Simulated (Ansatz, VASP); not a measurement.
# Cross-check of Al12Zn4Si17O56 (glassy 63SiO2-22Al2O3-15ZnO (mol %)) between VASP and Ansatz, part 2 of 4

One calculation is typed for both programs; each brings its own data sets. How far apart do they land? Of the first pair: The cell is taken from a series of runs on this material, whose earlier steps may have relaxed, scaled, displaced or heated it; both programs get it as it stands.

VASP 6.6.1 and Ansatz 0.2.0.

So far: Starting point; Ansatz: single point, RPBE, pair 1.

### Step 3. VASP: single point, RPBE, pair 1

Level of this step: RPBE; plane waves and PAW (Si, Al, Zn, O) (VASP).

The same cell, functional and mesh now go to VASP, with its own data sets.

Lines of VASP's logs that name or quote its potential files are left out, and so is its time.

File INCAR:

```
SYSTEM = Al12Zn4Si17O56
PREC = Accurate
ENCUT = 600
EDIFF = 1E-06
NELM = 120
ISMEAR = 0
SIGMA = 0.01
LREAL = Auto
ALGO = Normal
GGA = RP
NBANDS = 312
LORBIT = 11
LWAVE = .FALSE.
LCHARG = .FALSE.
ISIF = 2
LASPH = .TRUE.
GGA_COMPAT = .FALSE.
EFERMI = MIDGAP
NCORE = 2
```

File POSCAR:

```
Al12Zn4Si17O56
1.0
   11.0813000000     -0.5069400000      0.2994900000
   -0.5069400000     10.9195500000     -0.3209900000
    0.2994900000     -0.3209900000     10.6278300000
Si Al Zn O
17 12 4 56
Direct
    0.1237700000      0.7627500000      0.8814600000
    0.9340000000      0.4320000000      0.8747900000
    0.3569400000      0.9035900000      0.4236400000
    0.8557400000      0.6370700000      0.3906600000
    0.8525100000      0.7679900000      0.9821900000
    0.3620700000      0.1848300000      0.3322200000
    0.3120400000      0.8479900000      0.6943100000
    0.7788600000      0.0039900000      0.1545600000
    0.4302500000      0.5895700000      0.6639000000
    0.7211100000      0.3810700000      0.0417500000
    0.3079300000      0.5480600000      0.9078800000
    0.8942900000      0.2562800000      0.2182700000
    0.0075400000      0.1558100000      0.8128400000
    0.6214400000      0.5790400000      0.2359400000
    0.5167900000      0.9668200000      0.8689800000
    0.5474200000      0.1499500000      0.0899800000
    0.5077700000      0.4126100000      0.4390400000
    0.1364800000      0.3622000000      0.3422900000
    0.7159400000      0.2466900000      0.4761900000
    0.9868000000      0.6088900000      0.1436800000
    0.8686200000      0.9312300000      0.4278300000
    0.4665900000      0.7568200000      0.0824200000
    0.0029600000      0.5083600000      0.5723900000
    0.1762600000      0.6412000000      0.3596600000
    0.9698500000      0.2088700000      0.5507400000
    0.5909800000      0.6906300000      0.8728700000
    0.6333200000      0.9766700000      0.4264200000
    0.7604900000      0.0610800000      0.6883600000
    0.2048800000      0.8291400000      0.1669400000
    0.1120200000      0.3630200000      0.0328300000
    0.1291700000      0.0594100000      0.3578900000
    0.6991400000      0.5389600000      0.6110100000
    0.1008000000      0.0168700000      0.0457200000
    0.0637300000      0.1898100000      0.6734400000
    0.5745300000      0.6184700000      0.7163000000
    0.9894700000      0.2969500000      0.8911600000
    0.9948800000      0.5056700000      0.0024500000
    0.3606000000      0.8472300000      0.1377900000
    0.8828800000      0.7100300000      0.1104300000
    0.9737000000      0.7591500000      0.8813200000
    0.1993100000      0.6390700000      0.8929200000
    0.2250300000      0.4952100000      0.3172700000
    0.1213900000      0.9607900000      0.2087400000
    0.5517300000      0.8397400000      0.9399500000
    0.8138500000      0.9086400000      0.0366300000
    0.3276900000      0.0417100000      0.3736300000
    0.6050700000      0.2785800000      0.0302500000
    0.6344700000      0.3862300000      0.5096400000
    0.7601700000      0.9488700000      0.3003300000
    0.3784000000      0.7209400000      0.6540200000
    0.0390000000      0.3124500000      0.2079200000
    0.6527900000      0.0683600000      0.1379300000
    0.0362000000      0.3553400000      0.4883900000
    0.6846300000      0.5093900000      0.1113500000
    0.7111800000      0.6288900000      0.3520300000
    0.4414400000      0.6303600000      0.9551000000
    0.4786500000      0.0687000000      0.9787000000
    0.8543300000      0.5647200000      0.5291400000
    0.9065200000      0.7807800000      0.4135200000
    0.8944100000      0.1103200000      0.1627600000
    0.8329500000      0.2668900000      0.3585200000
    0.5323200000      0.4662200000      0.3000000000
    0.9759100000      0.0636800000      0.4525500000
    0.4205600000      0.2853300000      0.4366200000
    0.2218600000      0.2256400000      0.3245300000
    0.6242800000      0.0182100000      0.7731200000
    0.7418200000      0.6965500000      0.9033300000
    0.3134700000      0.9285700000      0.5725400000
    0.3913000000      0.9244200000      0.8009500000
    0.0994600000      0.1060100000      0.9065200000
    0.5575300000      0.6910900000      0.1833400000
    0.8780100000      0.0724400000      0.7939400000
    0.1617500000      0.8494000000      0.0033000000
    0.8207300000      0.3252200000      0.1216000000
    0.3521400000      0.5015200000      0.7618400000
    0.4466100000      0.1830700000      0.2021700000
    0.1011100000      0.6210800000      0.5078800000
    0.1259700000      0.6818700000      0.2008600000
    0.2613300000      0.7957700000      0.3633400000
    0.4996900000      0.8823800000      0.4083200000
    0.4470000000      0.5202200000      0.5273800000
    0.9671000000      0.4815600000      0.7354900000
    0.2691100000      0.4353400000      0.9940100000
    0.6084300000      0.1289700000      0.4414300000
    0.7465400000      0.9546900000      0.5449100000
    0.9299500000      0.5514400000      0.2897700000
    0.8063700000      0.2064300000      0.6032200000
    0.7838000000      0.4116000000      0.9007700000
    0.1725200000      0.8193900000      0.7470100000
```

File KPOINTS:

```
Automatic mesh
0
Gamma
1 1 1
0 0 0
```

The projector-augmented-wave data sets are Si, Al, Zn and O (PBE family, release 64).

Command:

```console
$ mpirun -np 8 vasp_gam
```

Numbers of over 12 decimals in the logs are rounded to 6 here.

The log of the run:

```text
[banner, memory and clock lines left out]
running    8 mpi-ranks, on    1 nodes
[...]
|                                                                             |
|               ----> ADVICE to this user running VASP <----                  |
|                                                                             |
|     You enforced a specific xc type in the INCAR file but a different       |
|     [... a line on the potential file left out ...]
|     I HOPE YOU KNOW WHAT YOU ARE DOING!                                     |
|                                                                             |

 LDA part: xc-table for (Slater+PW92), standard interpolation
 POSCAR, INCAR and KPOINTS ok, starting setup
[...]
entering main loop
       N       E                     dE             d eps       ncg     rms          rms(c)
DAV:   1     0.632933579282E+04    0.63293E+04   -0.28045E+05   624   0.180E+03
DAV:   2     0.141197682936E+03   -0.61881E+04   -0.58480E+04   744   0.454E+02
DAV:   3    -0.680797806550E+03   -0.82200E+03   -0.81023E+03   696   0.188E+02
DAV:   4    -0.720208099589E+03   -0.39410E+02   -0.39124E+02   752   0.461E+01
[...]
DAV:  18    -0.624076998580E+03   -0.17841E-05   -0.12196E-04   896   0.452E-02    0.153E-02
DAV:  19    -0.624076997971E+03    0.60914E-06   -0.30309E-05   752   0.293E-02    0.979E-03
DAV:  20    -0.624076997778E+03    0.19305E-06   -0.78942E-06   856   0.149E-02
   1 F= -.62407700E+03 E0= -.62407700E+03  d E =0.000000E+00
```

From OUTCAR (step 3):

```text
  Total       -3.7403921     -3.9776234     -3.2482652      0.2634077     -0.1384292     -0.1735436
  in kB       -4.6773129     -4.9739676     -4.0619145      0.3293880     -0.1731040     -0.2170141
  external PRESSURE =      -4.5710650 kB  Pullay stress =       0.0000000 kB

 POSITION                                       TOTAL-FORCE (eV/Angst)
 -----------------------------------------------------------------------------------
      1.24885      7.98320      9.16024         0.005056     -0.021750     -0.055310
     10.39293      3.96296      9.43818        -0.002379     -0.000169      0.034004
      3.62417      9.54986      4.31923        -0.048613      0.038456      0.014387
      9.27675      6.39731      4.20366        -0.012639     -0.000348      0.019981
      9.35175      7.63866     10.44735        -0.020165      0.036668     -0.038605
      4.01801      1.72807      3.57989         0.010172     -0.027499      0.007616
      3.23587      8.87862      7.20027         0.022123      0.029621     -0.013091
      8.67505     -0.40088      1.87462        -0.034247      0.006016     -0.012909
      4.66768      6.00662      6.99543        -0.011057      0.022036     -0.053809
[...]
10.80626      1.61233      6.07659         0.000784      0.013455     -0.005211
      6.46013      6.96159      9.23202         0.038308      0.004112     -0.022639
      6.65060     10.20687      4.40809        -0.013162     -0.010560     -0.007680
      8.60241      0.06049      7.52393        -0.028442     -0.019027      0.056715
[...]
-----------------------------------------------------------------------------------
    total drift:                                0.014994      0.019549      0.006267

  FREE ENERGIE OF THE ION-ELECTRON SYSTEM (eV)
  ---------------------------------------------------
  free  energy   TOTEN  =      -624.0769977780 eV

  energy  without entropy=     -624.0769977780  energy(sigma->0) =     -624.07699778

[... 3 further parts left out ...]
[key lines of the parts left out:]
E-fermi :   3.0251
```

The run ends at a pressure of -0.46 GPa, with forces up to 0.12 eV/Å.

### Step 4. Side by side

Known differences besides the potentials themselves: fixed occupations in Ansatz, narrow Gaussian smearing in VASP; the cutoff is 420 eV in Ansatz and 600 eV in VASP (PREC = Accurate, projectors in real space); Ansatz makes its cores anew for this functional, VASP keeps those of its PBE data sets. Total energies have different zeros and are not compared.

Both answers:

```
              quantity  Ansatz   VASP  difference
        pressure (GPa)    0.01  -0.46       +0.47
gap on the k mesh (eV)   2.686  2.668      +0.018
```

Forces on 7 of the 89 atoms, those with the largest forces and the largest differences (eV/Å; atoms numbered as in POSCAR):

```
atom          Ansatz x, y, z            VASP x, y, z
 O35   -0.001, -0.001, 0.003    -0.067, 0.033, 0.058
 O43   0.009, -0.010, -0.002    0.039, -0.115, 0.011
 O48  -0.009, -0.001, -0.010  -0.019, -0.059, -0.048
 O58    0.008, 0.005, -0.005    0.105, 0.019, -0.057
 O63    0.001, 0.000, -0.006    -0.082, 0.010, 0.043
 O65    -0.009, 0.007, 0.004    -0.006, 0.074, 0.009
 O70   -0.002, -0.006, 0.010   -0.029, 0.058, -0.075
```

The forces differ by 27 meV/Å r.m.s., where the r.m.s. force is 0.010 eV/Å in Ansatz and 0.029 eV/Å in VASP: the atoms lie near their places of rest in Ansatz, so a percentage would say little (all taken over all components). A gap on the mesh is an upper bound, since the band edges may lie between its points.

### Step 5. Ansatz: relaxation, RPBE

The two programs are compared at the cell with which this relaxation starts, whose forces are those of its first step. The cell compared in this pair holds 1358.12 Å³, against 1281.24 Å³ for the pair before.

The structure compared here is the start of the Ansatz relaxation; VASP solves that cell, so the two are compared at the walk's first step.

File input.yaml:

```yaml
crystal:
  lattice:
    - [11.29864, -0.51688, 0.30536]
    - [-0.51688, 11.13371, -0.32729]
    - [0.30536, -0.32729, 10.83627]
  atoms:
    - { symbol: Si, position: [0.12377, 0.76275, 0.88146] }
    - { symbol: Si, position: [0.934, 0.432, 0.87479] }
    - { symbol: Si, position: [0.35694, 0.90359, 0.42364] }
    - { symbol: Si, position: [0.85574, 0.63707, 0.39066] }
    - { symbol: Si, position: [0.85251, 0.76799, 0.98219] }
    - { symbol: Si, position: [0.36207, 0.18483, 0.33222] }
    - { symbol: Si, position: [0.31204, 0.84799, 0.69431] }
    - { symbol: Si, position: [0.77886, 0.00399, 0.15456] }
    - { symbol: Si, position: [0.43025, 0.58957, 0.6639] }
    - { symbol: Si, position: [0.72111, 0.38107, 0.04175] }
    - { symbol: Si, position: [0.30793, 0.54806, 0.90788] }
    - { symbol: Si, position: [0.89429, 0.25628, 0.21827] }
    - { symbol: Si, position: [0.00754, 0.15581, 0.81284] }
    - { symbol: Si, position: [0.62144, 0.57904, 0.23594] }
    - { symbol: Si, position: [0.51679, 0.96682, 0.86898] }
    - { symbol: Si, position: [0.54742, 0.14995, 0.08998] }
    - { symbol: Si, position: [0.50777, 0.41261, 0.43904] }
    - { symbol: Al, position: [0.13648, 0.3622, 0.34229] }
    - { symbol: Al, position: [0.71594, 0.24669, 0.47619] }
    - { symbol: Al, position: [0.9868, 0.60889, 0.14368] }
    - { symbol: Al, position: [0.86862, 0.93123, 0.42783] }
    - { symbol: Al, position: [0.46659, 0.75682, 0.08242] }
    - { symbol: Al, position: [0.00296, 0.50836, 0.57239] }
    - { symbol: Al, position: [0.17626, 0.6412, 0.35966] }
    - { symbol: Al, position: [0.96985, 0.20887, 0.55074] }
    - { symbol: Al, position: [0.59098, 0.69063, 0.87287] }
    - { symbol: Al, position: [0.63332, 0.97667, 0.42642] }
    - { symbol: Al, position: [0.76049, 0.06108, 0.68836] }
    - { symbol: Al, position: [0.20488, 0.82914, 0.16694] }
    - { symbol: Zn, position: [0.11202, 0.36302, 0.03283] }
    - { symbol: Zn, position: [0.12917, 0.05941, 0.35789] }
    - { symbol: Zn, position: [0.69914, 0.53896, 0.61101] }
    - { symbol: Zn, position: [0.1008, 0.01687, 0.04572] }
    - { symbol: O, position: [0.06373, 0.18981, 0.67344] }
    - { symbol: O, position: [0.57453, 0.61847, 0.7163] }
    - { symbol: O, position: [0.98947, 0.29695, 0.89116] }
    - { symbol: O, position: [0.99488, 0.50567, 0.00245] }
    - { symbol: O, position: [0.3606, 0.84723, 0.13779] }
    - { symbol: O, position: [0.88288, 0.71003, 0.11043] }
    - { symbol: O, position: [0.9737, 0.75915, 0.88132] }
    - { symbol: O, position: [0.19931, 0.63907, 0.89292] }
    - { symbol: O, position: [0.22503, 0.49521, 0.31727] }
    - { symbol: O, position: [0.12139, 0.96079, 0.20874] }
    - { symbol: O, position: [0.55173, 0.83974, 0.93995] }
    - { symbol: O, position: [0.81385, 0.90864, 0.03663] }
    - { symbol: O, position: [0.32769, 0.04171, 0.37363] }
    - { symbol: O, position: [0.60507, 0.27858, 0.03025] }
    - { symbol: O, position: [0.63447, 0.38623, 0.50964] }
    - { symbol: O, position: [0.76017, 0.94887, 0.30033] }
    - { symbol: O, position: [0.3784, 0.72094, 0.65402] }
    - { symbol: O, position: [0.039, 0.31245, 0.20792] }
    - { symbol: O, position: [0.65279, 0.06836, 0.13793] }
    - { symbol: O, position: [0.0362, 0.35534, 0.48839] }
    - { symbol: O, position: [0.68463, 0.50939, 0.11135] }
    - { symbol: O, position: [0.71118, 0.62889, 0.35203] }
    - { symbol: O, position: [0.44144, 0.63036, 0.9551] }
    - { symbol: O, position: [0.47865, 0.0687, 0.9787] }
    - { symbol: O, position: [0.85433, 0.56472, 0.52914] }
    - { symbol: O, position: [0.90652, 0.78078, 0.41352] }
    - { symbol: O, position: [0.89441, 0.11032, 0.16276] }
    - { symbol: O, position: [0.83295, 0.26689, 0.35852] }
    - { symbol: O, position: [0.53232, 0.46622, 0.3] }
    - { symbol: O, position: [0.97591, 0.06368, 0.45255] }
    - { symbol: O, position: [0.42056, 0.28533, 0.43662] }
    - { symbol: O, position: [0.22186, 0.22564, 0.32453] }
    - { symbol: O, position: [0.62428, 0.01821, 0.77312] }
    - { symbol: O, position: [0.74182, 0.69655, 0.90333] }
    - { symbol: O, position: [0.31347, 0.92857, 0.57254] }
    - { symbol: O, position: [0.3913, 0.92442, 0.80095] }
    - { symbol: O, position: [0.09946, 0.10601, 0.90652] }
    - { symbol: O, position: [0.55753, 0.69109, 0.18334] }
    - { symbol: O, position: [0.87801, 0.07244, 0.79394] }
    - { symbol: O, position: [0.16175, 0.8494, 0.0033] }
    - { symbol: O, position: [0.82073, 0.32522, 0.1216] }
    - { symbol: O, position: [0.35214, 0.50152, 0.76184] }
    - { symbol: O, position: [0.44661, 0.18307, 0.20217] }
    - { symbol: O, position: [0.10111, 0.62108, 0.50788] }
    - { symbol: O, position: [0.12597, 0.68187, 0.20086] }
    - { symbol: O, position: [0.26133, 0.79577, 0.36334] }
    - { symbol: O, position: [0.49969, 0.88238, 0.40832] }
    - { symbol: O, position: [0.447, 0.52022, 0.52738] }
    - { symbol: O, position: [0.9671, 0.48156, 0.73549] }
    - { symbol: O, position: [0.26911, 0.43534, 0.99401] }
    - { symbol: O, position: [0.60843, 0.12897, 0.44143] }
    - { symbol: O, position: [0.74654, 0.95469, 0.54491] }
    - { symbol: O, position: [0.92995, 0.55144, 0.28977] }
    - { symbol: O, position: [0.80637, 0.20643, 0.60322] }
    - { symbol: O, position: [0.7838, 0.4116, 0.90077] }
    - { symbol: O, position: [0.17252, 0.81939, 0.74701] }
kpoints:
  mp_grid: { grid: [1, 1, 1] }
hamiltonian:
  xc: rpbe
  pseudopotentials: { kind: paw, azcp: { folder: soft_1 } }
scf:
  occupations: { method: fixed }
output:
  forces: true
  eigenvalues: true
  stress: true
relax:
  f_tol: 0.05
  max_steps: 70
```

Command:

```console
$ ansatz run input.yaml --threads 4 --pin off --max-ram 8192MiB --backend cpu --events-out ev --progress --plain --runs-dir out
```

The log of the run:

```text
Warning: output.stress: scf.convergence.dr2_threshold = 1e-7 eV (the SCF's general default) is looser than the 8.9e-9 eV advised for a printed stress (1e-10 eV for each atom of the cell: 89). What an SCF threshold leaves in a stress goes as its square root, and in the free energy as the threshold itself, and one threshold admits the most on a small cell: [figures from the program's tests cut] Every solve of this run  [...]
[...]
Crystal: 89 atoms, lattice volume = 1358.117 Å³
[...]
- { symbol: O, position: [0.576791, 0.615501, 0.718273] }
    - { symbol: O, position: [0.990395, 0.300794, 0.890092] }
    - { symbol: O, position: [0.994362, 0.506648, 0.00307779] }
    - { symbol: O, position: [0.358665, 0.832154, 0.135975] }
    - { symbol: O, position: [0.883511, 0.708060, 0.103762] }
    - { symbol: O, position: [0.979116, 0.764204, 0.883731] }
    - { symbol: O, position: [0.201182, 0.643368, 0.896956] }
[...]
- { symbol: O, position: [0.928880, 0.560585, 0.288190] }
    - { symbol: O, position: [0.804706, 0.204869, 0.596628] }
    - { symbol: O, position: [0.785233, 0.410557, 0.910072] }
    - { symbol: O, position: [0.182522, 0.817365, 0.750419] }
```

(Continued in part 3 of 4.)

[Lines on the potential files, build, host, timing and source positions are cut from VASP's logs without a mark.]

[Logs are printed without paths, hosts, clocks, repeated set-up lines and the standing remarks that a program may print on its own settings, such as how far it seeks lower states.]

[Hosts, paths, dates, database ids (printed as entryN), source tags and the programs' standing remarks are cut or masked in the printed files.]
